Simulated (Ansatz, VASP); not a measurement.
# Al (Al(111)) in two plane-wave programs, part 2 of 2

Wanted: the spread between two codes on one cell, functional and k mesh. Of the first pair: The cell is taken from a series of runs on this material, whose earlier steps may have relaxed, scaled, displaced or heated it; both programs get it as it stands.

VASP 6.6.1 and Ansatz 0.2.0.

So far. Step 4 (Side by side): The forces differ by 0.4 meV/Å r.m.s., which is 1.3 % of the r.m.s. force of 0.031 eV/Å (both taken over all components). With vacuum in the cell, a pressure given here is an average over mostly empty space and none of the material.

## Step 6: VASP: single point, PBE, start cell, pair 2

Level of this step: PBE; plane waves and PAW (Al) (VASP).

The same cell, functional, mesh and smearing now go to VASP, with its own data sets.

INCAR

```
SYSTEM = Al
PREC = Accurate
ENCUT = 400
EDIFF = 1E-06
NELM = 120
ISMEAR = -1
SIGMA = 0.1
LREAL = .FALSE.
ALGO = Normal
GGA = PE
NBANDS = 17
LORBIT = 11
LWAVE = .FALSE.
LCHARG = .FALSE.
ISIF = 2
LDIPOL = .TRUE.
IDIPOL = 3
DIPOL = 0.5 0.5 0.5
LVHAR = .TRUE.
LASPH = .TRUE.
GGA_COMPAT = .FALSE.
NELMDL = -8
KPAR = 2
```

POSCAR

```
Al
1.0
    2.8637824638      0.0000000000      0.0000000000
    1.4318912319      2.4801083646      0.0000000000
    0.0000000000      0.0000000000     30.0296115413
Al
7
Direct
    0.0000000000      0.0000000000      0.2664037049
    0.3333333333      0.3333333333      0.3442691477
    0.6666666667      0.6666666667      0.4221345739
    0.0000000000      0.0000000000      0.5000000000
    0.3333333333      0.3333333333      0.5778654262
    0.6666666667      0.6666666667      0.6557308524
    0.0000000000      0.0000000000      0.7335962952
```

KPOINTS

```
Automatic mesh
0
Gamma
13 13 1
0 0 0
```

The projector-augmented-wave data sets are Al (PBE family, release 64).

Launch:

```
$ mpirun -np 2 vasp_std
```

Numbers of over 12 decimals in the logs are rounded to 6 here.

Log:

```text
[... set-up lines as in an earlier step ...]
 entering main loop
       N       E                     dE             d eps       ncg     rms          rms(c)
DAV:   1     0.434230685638E+02    0.43423E+02   -0.59783E+03   714   0.728E+02
DAV:   2    -0.231314110465E+02   -0.66554E+02   -0.63836E+02   946   0.128E+02
DAV:   3    -0.261520507278E+02   -0.30206E+01   -0.29083E+01   990   0.268E+01
DAV:   4    -0.262702030101E+02   -0.11815E+00   -0.11719E+00  1184   0.604E+00
[...]
DAV:  24    -0.255096820090E+02   -0.15313E-04   -0.17858E-06   592   0.254E-03    0.115E-03
DAV:  25    -0.255096854078E+02   -0.33989E-05   -0.32379E-07   521   0.157E-03    0.103E-03
DAV:  26    -0.255096858628E+02   -0.45501E-06   -0.27504E-08   493   0.649E-04
   1 F= -.25509686E+02 E0= -.25455868E+02  d E =-.107635E+00
```

From OUTCAR (step 6):

```text
  Total       -1.4142423     -1.4142423     -0.4983704      0.0000000     -0.0000000      0.0000000
  in kB      -10.6236559    -10.6236559     -3.7437121      0.0000000     -0.0000000      0.0000000
  external PRESSURE =      -8.3303413 kB  Pullay stress =       0.0000000 kB

 POSITION                                       TOTAL-FORCE (eV/Angst)
 -----------------------------------------------------------------------------------
      0.00000      0.00000      8.00000        -0.000000      0.000000     -0.021660
      1.43189      0.82670     10.33827        -0.000000     -0.000000      0.113592
      2.86378      1.65341     12.67654         0.000000     -0.000000     -0.059761
      0.00000      0.00000     15.01481        -0.000000      0.000000      0.000000
      1.43189      0.82670     17.35307        -0.000000      0.000000      0.059761
      2.86378      1.65341     19.69134         0.000000      0.000000     -0.113592
      0.00000      0.00000     22.02961        -0.000000     -0.000000      0.021660
 -----------------------------------------------------------------------------------
    total drift:                               -0.000000      0.000000     -0.000001

  FREE ENERGIE OF THE ION-ELECTRON SYSTEM (eV)
  ---------------------------------------------------
  free  energy   TOTEN  =       -25.5096858628 eV

  energy  without entropy=      -25.4020508317  energy(sigma->0) =      -25.45586835

[... 2 parts as in an earlier step ...]

[... 1 further part left out ...]
[key lines of the parts left out:]
E-fermi :   2.5249
```

## Step 7: Differences

Forces (eV/Å; atoms numbered as in POSCAR):

```csv
atom,"Ansatz x, y, z","VASP x, y, z"
Al1,"0.000, 0.000, -0.023","0.000, 0.000, -0.022"
Al2,"0.000, 0.000, 0.113","0.000, 0.000, 0.114"
Al3,"0.000, 0.000, -0.059","0.000, 0.000, -0.060"
Al4,"0.000, 0.000, 0.000","0.000, 0.000, 0.000"
Al5,"0.000, 0.000, 0.059","0.000, 0.000, 0.060"
Al6,"0.000, 0.000, -0.113","0.000, 0.000, -0.114"
Al7,"0.000, 0.000, 0.023","0.000, 0.000, 0.022"
```

The forces differ by 0.4 meV/Å r.m.s., which is 1.0 % of the r.m.s. force of 0.040 eV/Å (both taken over all components). With vacuum in the cell, a pressure given here is an average over mostly empty space and none of the material.

## Step 8: Ansatz: relaxation, PBE

This run makes the geometry at which the two programs are then compared.

The structure compared here is the end of the Ansatz relaxation.

input.yaml

```yaml
crystal:
  lattice:
    - [2.8637824638, 0.0, 0.0]
    - [1.4318912319, 2.4801083646, 0.0]
    - [0.0, 0.0, 30.0296115413]
  atoms:
    - { symbol: Al, position: [0.0, 0.0, 0.2664037125] }
    - { symbol: Al, position: [0.3333333333, 0.3333333333, 0.3442691417] }
    - { symbol: Al, position: [0.6666666667, 0.6666666667, 0.4221345708] }
    - { symbol: Al, position: [0.0, 0.0, 0.5] }
    - { symbol: Al, position: [0.3333333333, 0.3333333333, 0.5778654292] }
    - { symbol: Al, position: [0.6666666667, 0.6666666667, 0.6557308583] }
    - { symbol: Al, position: [0.0, 0.0, 0.7335962875] }
kpoints:
  mp_grid: { grid: [13, 13, 1] }
hamiltonian:
  xc: pbe
scf:
  occupations: { method: fermi_dirac, width: 0.1 }
efield:
  axis: 3
  dipole_correction: true
  ramp_width: 0.05
relax:
  f_tol: 0.02
  max_steps: 60
  constraints: [{ sites: [0, 1, 2] }]
output:
  write_potential: true
  write_density: true
  volumetric_format: npy
```

Launch:

```
$ ansatz run input.yaml --threads 4 --pin off --max-ram 8192MiB --backend cpu --events-out ev --progress --plain --runs-dir out
```

Log:

```text
[...]
Crystal: 7 atoms, lattice volume = 213.285 Å³
Basis set: ecut = 420 eV, 4169 PW (Γ), exchange–correlation on 40×40×432 points (8 copies of the dense FFT grid, shifted against one another)
Bands: 18, of which v1, the nominal top of the filled ones, is band 11 counted from 1 (10 counted from 0)
Symmetry: 6 space group operations
[...]
atoms:
    - { symbol: Al, position: [0.0, 0.0, 0.266404] }
    - { symbol: Al, position: [0.333333, 0.333333, 0.3442691417] }
    - { symbol: Al, position: [0.666667, 0.666667, 0.4221345708] }
    - { symbol: Al, position: [3.034739519245841e-19, 0, 0.499609] }
    - { symbol: Al, position: [0.333333, 0.333333, 0.577032] }
    - { symbol: Al, position: [0.666667, 0.666667, 0.653693] }
    - { symbol: Al, position: [1.4121477013986336e-18, 0, 0.731777] }
[key lines of the parts left out:]
SCF converged after 4 iterations
Free energy (F): -3761.809207 eV
Fermi energy:    2.494778 eV
Dipole field:    D = 0.000137 V/Å  (p = 0.000161 e·Å, saw-weighted, corrected)
Work function:   Φ+ = 4.0201 eV   Φ− = 4.0243 eV
```

## Step 9: VASP: single point, PBE, relaxed cell, pair 3

The same cell, functional, mesh and smearing now go to VASP, with its own data sets.

Edit INCAR of step 6 so:

```diff
@@ -17,3 +17,3 @@
 IDIPOL = 3
-DIPOL = 0.5 0.5 0.5
+DIPOL = 0.5 0.5 0.499
 LVHAR = .TRUE.
```

POSCAR

```
Al
1.0
    2.8637824638      0.0000000000      0.0000000000
    1.4318912319      2.4801083646      0.0000000000
    0.0000000000      0.0000000000     30.0296115413
Al
7
Direct
    0.0000000000      0.0000000000      0.2664037125
    0.3333333333      0.3333333333      0.3442691417
    0.6666666667      0.6666666667      0.4221345708
    0.0000000000      0.0000000000      0.4996089856
    0.3333333333      0.3333333333      0.5770321250
    0.6666666667      0.6666666667      0.6536934673
    0.0000000000      0.0000000000      0.7317767900
```

KPOINTS is that of step 6.

Launch:

```
$ mpirun -np 2 vasp_std
```

Log:

```text
[... set-up lines as in an earlier step ...]
 entering main loop
       N       E                     dE             d eps       ncg     rms          rms(c)
[... 29 cycles as in an earlier step ...]
   1 F= -.25511941E+02 E0= -.25458713E+02  d E =-.106456E+00
```

Parts of OUTCAR (step 9):

```text
[... 6 parts as in an earlier step ...]

[... 1 further part left out ...]
[key lines of the parts left out:]
E-fermi :   2.5261
```

## Step 10: Side by side

The two programs side by side:

```csv
quantity,Ansatz,VASP,difference
"work function, lower of the two faces (eV)",4.02,4.02,0.00
"work function, higher of the two faces (eV)",4.02,4.03,0.00
```

Forces (eV/Å; atoms numbered as in POSCAR):

```csv
atom,"Ansatz x, y, z","VASP x, y, z"
Al1,"0.000, 0.000, -0.022","0.000, 0.000, -0.021"
Al2,"0.000, 0.000, 0.111","0.000, 0.000, 0.112"
Al3,"0.000, 0.000, -0.086","0.000, 0.000, -0.086"
Al4,"0.000, 0.000, -0.001","0.000, 0.000, -0.001"
Al5,"0.000, 0.000, -0.003","0.000, 0.000, -0.003"
Al6,"0.000, 0.000, 0.002","0.000, 0.000, 0.001"
Al7,"0.000, 0.000, -0.001","0.000, 0.000, -0.002"
```

The forces differ by 0.4 meV/Å r.m.s., which is 1.4 % of the r.m.s. force of 0.031 eV/Å (both taken over all components). With vacuum in the cell, a pressure given here is an average over mostly empty space and none of the material.

## Step 11: What came out

```json
{
  "r.m.s. force difference (single point, PBE, pair 1)": "0.41 meV/Å",
  "r.m.s. force difference (single point, PBE, start cell, pair 2)": "0.4 meV/Å",
  "r.m.s. force difference (single point, PBE, relaxed cell, pair 3)": "0.43 meV/Å"
}
```

What this shows: The r.m.s. force difference is 0.43 meV/Å (single point, PBE, relaxed cell, pair 3), within the 12 meV/Å picked in this series as the mark of a large difference. Such differences can come from data sets, numerical settings and the points named under the comparisons, not from the functional's error against experiment.

[Lines on the potential files, build, host, timing and source positions are cut from VASP's logs without a mark.]

[Logs are printed without paths, hosts, clocks, repeated set-up lines and the standing remarks that a program may print on its own settings, such as how far it seeks lower states.]

[Hosts, paths, dates, database ids (printed as entryN), source tags and the programs' standing remarks are cut or masked in the printed files.]
